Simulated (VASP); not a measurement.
Computed with rev-vdW-DF2, VASP's PBE PAW potentials (set 64) (plane waves; VASP 6.6.1).

VASP ran on this input.

File KPOINTS:
```
Regular mesh
0
Gamma
 10 10 10
0 0 0
```

**POSCAR**
```
Cs
1
   -2.9853355146     2.9853355146     2.9853355146
    2.9853355146    -2.9853355146     2.9853355146
    2.9853355146     2.9853355146    -2.9853355146
Cs
1
Direct
  0.0000000000   0.0000000000   0.0000000000
```

INCAR:
```
SYSTEM = Cs
PREC = Accurate; ENCUT = 520; LREAL = F
LASPH = T
EDIFF = 1E-7; NELM = 100; ALGO = Normal
LMAXMIX = 4
ISMEAR = -5
GGA = MK; LUSE_VDW = T; AGGAC = 0.0
PARAM1 = 0.1234568; PARAM2 = 0.7114; ZAB_VDW = -1.8867
ISIF = 2
LWAVE = F; LCHARG = T; LORBIT = 11
NEDOS = 601
```

POTCAR, in this order: Cs_sv (PBE.64 set). Program: vasp_std.

The resulting files:

### OSZICAR
```
       N       E                     dE             d eps       ncg     rms          rms(c)
DAV:   1     0.572477654753E+02    0.57248E+02   -0.30217E+03   752   0.792E+02
DAV:   2     0.637107093712E+01   -0.50877E+02   -0.50172E+02  1040   0.122E+02
DAV:   3     0.179069740180E+01   -0.45804E+01   -0.45795E+01   792   0.461E+01
DAV:   4     0.173795910793E+01   -0.52738E-01   -0.52651E-01  1352   0.599E+00
DAV:   5     0.173791090196E+01   -0.48206E-04   -0.48228E-04   960   0.111E-01    0.164E-01
DAV:   6     0.173854677503E+01    0.63587E-03   -0.12030E-03  1240   0.194E-01    0.106E-01
DAV:   7     0.173848556422E+01   -0.61211E-04   -0.30979E-03   928   0.313E-01    0.334E-02
DAV:   8     0.173834763426E+01   -0.13793E-03   -0.20991E-04  1048   0.812E-02    0.792E-03
DAV:   9     0.173833471617E+01   -0.12918E-04   -0.14870E-05  1112   0.174E-02    0.347E-03
DAV:  10     0.173833305506E+01   -0.16611E-05   -0.46161E-06  1104   0.100E-02    0.874E-04
DAV:  11     0.173833293400E+01   -0.12107E-06   -0.12838E-07  1136   0.187E-03    0.212E-04
DAV:  12     0.173833288851E+01   -0.45488E-07   -0.50474E-08   984   0.922E-04
   1 F= 0.17383329E+01 E0= 0.17383329E+01  d E =0.000000E+00
```

OUTCAR:
```
------------------------ aborting loop because EDIFF is reached ----------------------------------------
  FORCE on cell =-STRESS in cart. coord.  units (eV):
  Direction    XX          YY          ZZ          XY          YZ          ZX
  --------------------------------------------------------------------------------------
  Total       -0.0009829     -0.0009829     -0.0009829     -0.0000000     -0.0000000     -0.0000000
  in kB       -0.0147976     -0.0147976     -0.0147976     -0.0000000     -0.0000000     -0.0000000
  external PRESSURE =      -0.0147976 kB  Pullay stress =       0.0000000 kB
  volume of cell :      106.42
      direct lattice vectors                 reciprocal lattice vectors
    -2.985335515  2.985335515  2.985335515     0.000000000  0.167485362  0.167485362
     2.985335515 -2.985335515  2.985335515     0.167485362  0.000000000  0.167485362
     2.985335515  2.985335515 -2.985335515     0.167485362  0.167485362  0.000000000
 POSITION                                       TOTAL-FORCE (eV/Angst)
 -----------------------------------------------------------------------------------
      0.00000      0.00000      0.00000        -0.000000     -0.000000      0.000000
 -----------------------------------------------------------------------------------
    total drift:                               -0.000000     -0.000000     -0.000000
  FREE ENERGIE OF THE ION-ELECTRON SYSTEM (eV)
  ---------------------------------------------------
  free  energy   TOTEN  =         1.7383328885 eV

  energy  without entropy=        1.7383328885  energy(sigma->0) =        1.73833289

 total charge

# of ion       s       p       d       tot
------------------------------------------
    1        1.853   4.654   0.011   6.519
```
(Selected blocks of OUTCAR.)

OUTCAR:
```
 val. band max:        0.5808481592   @ k =   0.4000   0.1000   0.0000

 cond. band min:       0.5683633468   @ k =  -0.3000   0.3000   0.3000


 Fermi energy:         0.5827954657

 k-point     1 :       0.0000    0.0000    0.0000
  band No.  band energies     occupation
      1     -23.2615      2.00000
      2      -9.9646      2.00000
      3      -9.9646      2.00000
      4      -9.9646      2.00000
      5      -1.1855      2.00000
      6       3.0681      0.00000
      7       3.0681      0.00000
      8       3.0681      0.00000

 k-point     2 :       0.1000    0.0000    0.0000
  band No.  band energies     occupation
      1     -23.2605      2.00000
      2      -9.9826      2.00000
      3      -9.9703      2.00000
      4      -9.9646      2.00000
      5      -1.0652      2.00000
      6       2.9446      0.00000
      7       2.9616      0.00000
      8       3.1892      0.00000

 k-point     3 :       0.2000    0.0000    0.0000
  band No.  band energies     occupation
      1     -23.2581      2.00000
      2     -10.0290      2.00000
      3      -9.9853      2.00000
      4      -9.9648      2.00000
      5      -0.7240      2.00000
      6       2.5607      0.00000
      7       2.6786      0.00000
      8       3.5468      0.00000

 k-point     4 :       0.3000    0.0000    0.0000
  band No.  band energies     occupation
      1     -23.2551      2.00000
      2     -10.0847      2.00000
      3     -10.0036      2.00000
      4      -9.9649      2.00000
      5      -0.2253      2.00000
      6       2.0893      0.00000
      7       2.4190      0.00000
      8       3.8958      0.00000

 k-point     5 :       0.4000    0.0000    0.0000
  band No.  band energies     occupation
      1     -23.2527      2.00000
      2     -10.1286      2.00000
      3     -10.0182      2.00000
      4      -9.9651      2.00000
      5       0.2981      2.14978
      6       1.7344      0.00000
      7       2.2432      0.00000
...
```

For a metal the tetrahedron method with Blöchl corrections gives inexact stress and forces. Unless said otherwise, spin-orbit coupling is left out, though it shifts the bands of the heavy elements here.

The compound is Cs in the bcc structure. It was relaxed first, which changed the volume by -6 %.
